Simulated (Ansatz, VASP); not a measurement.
# BeGa3 in VASP and in Ansatz

The input INCAR:

```
PREC = Accurate
ENCUT = 520
EDIFF = 1E-7
ISMEAR = -1
SIGMA = 0.05
LREAL = False
LASPH = True
NELM = 100
ALGO = Normal
ISIF = 2
LWAVE = False
LCHARG = False
GGA = PE
NBANDS = 28
```

Contents of KPOINTS:

```
regular mesh
0
Gamma
  9 9 9
```

File POSCAR:

```
BeGa3
1.0
   -2.0436200000      2.0436200000      3.7906850000
    2.0436200000     -2.0436200000      3.7906850000
    2.0436200000      2.0436200000     -3.7906850000
Ga Be
3 1
Direct
    0.5059440000      0.5059040000      0.0013170000
    0.2587820000      0.7543240000      0.5118840000
    0.7400610000      0.2462330000      0.4991530000
   -0.0065940000     -0.0075780000     -0.0059270000
```

File input.yaml:

```yaml
crystal:
  lattice:
    - [-2.04362, 2.04362, 3.790685]
    - [2.04362, -2.04362, 3.790685]
    - [2.04362, 2.04362, -3.790685]
  atoms:
    - { symbol: Ga, position: [0.505944, 0.505904, 0.001317] }
    - { symbol: Ga, position: [0.258782, 0.754324, 0.511884] }
    - { symbol: Ga, position: [0.740061, 0.246233, 0.499153] }
    - { symbol: Be, position: [-0.006594, -0.007578, -0.005927] }
hamiltonian:
  xc: pbe
  pseudopotentials: { kind: paw }
kpoints:
  mp_grid: { grid: [9, 9, 9] }
scf:
  occupations: { method: fermi_dirac, width: 0.05 }
output:
  forces: true
  stress: true
  eigenvalues: true
```

Change from the starting cell: atoms moved at random, drawn with an rms of 0.05 Å.

Alike in both runs: task single point; functional PBE; k mesh 9 × 9 × 9; occupations fermi-dirac, width 0.05 eV; no spin polarisation.

|  | VASP | Ansatz |
| --- | --- | --- |
| version | VASP 6.6.1 | Ansatz 0.2.0 |
| potentials or method | VASP PAW PBE potentials, release 64 (Ga_d, Be) | Ansatz PAW |
| plane-wave cutoff (eV) | 520 | 420 |
| valence electrons in the cell | 41 | 41 |

Ansatz gave:

```
gap on the k mesh at the Fermi level (eV)       : none
pressure (GPa)                                  : 0.0
largest component of the traceless stress (GPa) : 2.34
rms of the force components (eV/Å)              : 0.130
```

**Question.** Estimate VASP's values.

**Answer.** gap on the k mesh at the Fermi level (eV): none; pressure (GPa): 0.1; largest component of the traceless stress (GPa): 2.34; rms of the force components (eV/Å): 0.131.

Atom by atom the forces differ by 0.001 eV/Å (rms over components). A gap of «none» marks a metal or a gap that the smearing closes.
